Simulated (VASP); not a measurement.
# NbCd₃: intraband terms of a metal's spectrum

NbCd₃, Pm-3m (no. 221), 4 atoms in the cell. PBE, independent-particle dielectric function; PAW potentials Cd, Nb_sv (PBE set).

## Input

INCAR.step1:
```
  PREC = Accurate
  ENCUT = 340
  ISMEAR = 1
  SIGMA = 0.1
  EDIFF = 1E-7
  LASPH = True
  KPAR = 4
  LWAVE = False
  LCHARG = True
  LMAXMIX = 4
```

INCAR.step2:
```
  PREC = Accurate
  ENCUT = 340
  ISMEAR = 0
  SIGMA = 0.3
  EDIFF = 1E-6
  LASPH = True
  KPAR = 4
  LWAVE = True
  LCHARG = False
  LMAXMIX = 4
  ICHARG = 11
  NBANDS = 50
  NEDOS = 3000
  OMEGAMAX = 30
  CSHIFT = 0.1
```

INCAR.step3, as INCAR.step2 but for:
```
- LWAVE = True
+ LWAVE = False
+ LOPTICS = True
+ ALGO = None
+ NELM = 1
+ ISTART = 1
```

INCAR.step4, as INCAR.step3 but for:
```
+ WPLASMAI = 0.03
```

INCAR.step5 to INCAR.step6 change the same tag again: WPLASMAI = 0.1, 0.3.

INCAR.step7, as INCAR.step6 but for:
```
- WPLASMAI = 0.3
+ RTIME = 40
```

INCAR.step8, as INCAR.step7 but for:
```
- RTIME = 40
+ RTIME = 1
```

INCAR.step9, as INCAR.step8 but for:
```
- RTIME = 1
+ LNABLA = True
```

INCAR.step10, as INCAR.step9 but for:
```
- ISMEAR = 0
- LNABLA = True
+ ISMEAR = -5
```

KPOINTS.step1:
```
k-points
0
Gamma
  6 6 6
```

KPOINTS.step2:
```
k-points
0
Gamma
  13 13 13
```

POSCAR:
```
NbCd3
1.0
    4.2150000000      0.0000000000      0.0000000000
    0.0000000000      4.2150000000      0.0000000000
    0.0000000000      0.0000000000      4.2150000000
Cd Nb
3 1
Direct
    0.5000000000      0.5000000000      0.0000000000
    0.5000000000      0.0000000000      0.5000000000
    0.0000000000      0.5000000000      0.5000000000
    0.0000000000      0.0000000000      0.0000000000
```

Commands (each step's output is kept before the next begins):
```
cat potpaw_PBE.64/Cd/POTCAR potpaw_PBE.64/Nb_sv/POTCAR > POTCAR
cp INCAR.step1 INCAR
cp KPOINTS.step1 KPOINTS
mpirun -np 4 vasp_std > vasp.out
cp INCAR.step2 INCAR
cp KPOINTS.step2 KPOINTS
mpirun -np 4 vasp_std > vasp.out
cp INCAR.step3 INCAR
mpirun -np 4 vasp_std > vasp.out
cp INCAR.step4 INCAR
mpirun -np 4 vasp_std > vasp.out
cp INCAR.step5 INCAR
mpirun -np 4 vasp_std > vasp.out
cp INCAR.step6 INCAR
mpirun -np 4 vasp_std > vasp.out
cp INCAR.step7 INCAR
mpirun -np 4 vasp_std > vasp.out
cp INCAR.step8 INCAR
mpirun -np 4 vasp_std > vasp.out
cp INCAR.step9 INCAR
mpirun -np 4 vasp_std > vasp.out
cp INCAR.step10 INCAR
mpirun -np 4 vasp_std > vasp.out
```

## Result

- Bands: 50

One ground state, settings moved in the last step alone:

| Settings | Plasma frequency (eV) | Im ε at 0.5 eV | Im ε at 1 eV | Im ε at 2 eV | Im ε at 4 eV | Time (s) |
|---|---|---|---|---|---|---|
| interband part alone | 3.86 | 21.9 | 18.7 | 15.0 | 15.0 | 13 |
| Drude term, WPLASMAI 0.03 | 3.86 | 25.5 | 19.2 | 15.0 | 15.0 | 13 |
| Drude term, WPLASMAI 0.1 | 3.86 | 33.4 | 20.2 | 15.2 | 15.0 | 13 |
| Drude term, WPLASMAI 0.3 | 3.86 | 48.3 | 22.9 | 15.5 | 15.1 | 13 |
| relaxation time RTIME 40 fs | 3.86 | 23.9 | 19.0 | 15.0 | 15.0 | 14 |
| relaxation time RTIME 1 fs | 3.86 | 50.7 | 25.6 | 16.1 | 15.1 | 13 |
| transversal form (LNABLA) | 3.85 | 21.9 | 18.7 | 15.1 | 15.3 | 14 |
| tetrahedron method | – | – | – | – | – | no result |

Limits: Spin-orbit coupling is left out, which can matter with atoms this heavy.

VASP 6.6.1 took 125 s on 4 cores (AMD EPYC 7R13 (Zen 3)), a shared host.
